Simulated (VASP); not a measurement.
Shape and ions are relaxed at each volume.

Consider the following.

Space group P6₃/mmc (No. 194); a = 3.584 Å, b = 3.584 Å, c = 5.437 Å, α = 90.00°, β = 90.00°, γ = 120.00°

| atom | site | symmetry | x | y | z |
|---|---|---|---|---|---|
| Tl | 2c | -6m2 | 0.3333 | 0.6667 | 0.2500 |

All values below come from r2SCAN meta-GGA, VASP's PBE PAW potentials (set 64) (plane waves; VASP). Run with 520 eV cut-off, 12×12×7 Γ-centred mesh, first-order Methfessel-Paxton smearing of 0.10 eV, potentials Tl_d.

Task: Give the energy at these volumes per atom, relative to the lowest: 28.36, 29.27, 30.17, 31.08, 31.98 Å³.

Result: 13.4, 3.4, 0.0, 2.1, 8.8 meV/atom. A third-order Birch-Murnaghan fit gives B0 = 32.0 GPa and B0′ = 5.4.

Measured: bulk modulus 37.4 GPa at 0 K (computed value off by -14.6 %), as given by K. Lejaeghere et al., Critical reviews in solid state and materials sciences/CRC critical reviews in solid state and materials sciences (2013), arXiv:1204.2733 [extrapolated to 0 K and zero-point effects removed (source: thermally corrected experimental values)].

The compound is Tl in the hcp structure. It was relaxed first, which changed the volume by +6 %.
